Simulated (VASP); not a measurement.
Consider the following.

```
C
1.0
    1.24764    -2.08293     0.00000
    1.24764     2.08293     0.00000
    0.00000     0.00000     6.71602
C
4
Direct
  0.00000   0.00000   0.25000
  0.00000   0.00000   0.75000
  0.33333   0.66667   0.25000
  0.69828   0.36495   0.75000
```

Level of theory: PBE GGA, VASP's PBE PAW potentials (set 64) (plane waves; VASP). Numerical set-up: EDIFF = 1E-5, 520 eV cut-off, 13×13×4 Γ-centred mesh, first-order Methfessel-Paxton smearing of 0.10 eV, potentials C.

Task: Estimate the energy per atom (σ→0), pressure, largest force.

Result: 
```json
{
  "energy per atom (σ→0)": "-9.149 eV/atom",
  "pressure": "88.7 kbar",
  "largest_force": "4.264 eV/Å"
}
```

The absolute energy has meaning only against runs of the same code, potentials and settings.

The compound is C in the graphite structure. The cell was not relaxed at this level. The run is one of a series of settings (EDIFF = 1E-5 against the base run), some of them coarse on purpose.
